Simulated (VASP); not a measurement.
Input:

```
CELL_PARAMETERS angstrom
      3.82006     0.00000     0.00000
      0.00000     3.82006     0.00000
      0.00000     0.00000     3.82006
ATOMIC_POSITIONS crystal
  Ba 0.00000 0.00000 0.00000
  Ti 0.50000 0.50000 0.50000
  O  0.50000 0.00000 0.50000
  O  0.00000 0.50000 0.50000
  O  0.50000 0.50000 0.00000
```

Level of theory: PBEsol GGA, VASP's PBE PAW potentials (set 64) (plane waves; VASP). Run with 620 eV cut-off, 6×6×6 Γ-centred mesh, Gaussian smearing of 0.050 eV, potentials Ba_sv Ti_sv O.

Unless said otherwise, spin-orbit coupling is left out, though it shifts the bands of the heavy elements here.

Question: Predict the energy per atom (σ→0), pressure, band gap (on the k-mesh) with the smallest direct gap where there is one.

Answer: 
| Item | Result |
|---|---|
| band gap (on the k-mesh) | 1.92 eV |
| smallest direct gap (on the k-mesh) | 1.92 eV |
| energy per atom (σ→0) | -8.271 eV/atom |
| pressure | 29.77 GPa |

The compound is BaTiO3 in the cubic perovskite structure, the ideal cubic form; the compound distorts at low or room temperature. It was relaxed first under an external pressure of 30 GPa.
